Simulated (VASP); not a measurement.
Computed with PBE GGA, VASP's PBE PAW potentials (set 64) (plane waves; VASP).

VASP input:

### POSCAR
```
Ge
1
    0.0000000000     2.8661570000     2.7448350000
    2.7466390000     0.0000000000     2.7448350000
    2.7466390000     2.8661570000     0.0000000000
Ge
2
Direct
  0.0000000000   0.0000000000   0.0000000000
  0.2434590000   0.2565410000   0.2565410000
```

**INCAR**
```
! general
SYSTEM =Ge
PREC   =Accurate
ENCUT  =400
LREAL  =.False.
LASPH  =.True.

! electronic loop
EDIFF  =1E-8
NELM   =100
ALGO   =Normal
LMAXMIX=4

! smearing
ISMEAR =0
SIGMA  =0.05

! functional
GGA    =PE

! ions
ISIF   =2

! output
LWAVE  =.False.
LCHARG =.False.
```

**KPOINTS**
```
Automatic mesh
0
Gamma
7 7 7
0 0 0
```

POTCAR, in this order: Ge_d (PBE.64 set). Program: vasp_std.

Q: What will the output report for the number of irreducible k-points (NKPTS), number of bands (NBANDS), largest plane-wave count, number of space-group operations, FFT grid (NGX, NGY, NGZ)?

A: 
```json
{
  "number of irreducible k-points (NKPTS)": "100",
  "number of bands (NBANDS)": "18",
  "largest_plane_wave_count": "801",
  "number_of_space_group_operations": "4",
  "FFT grid (NGX, NGY, NGZ)": "28 × 28 × 28"
}
```

The compound is Ge in the diamond structure. The cell was not relaxed at this level, atoms are displaced from their ideal sites. The run is one of a series of settings (EDIFF = 1E-8 against the base run), some of them coarse on purpose.
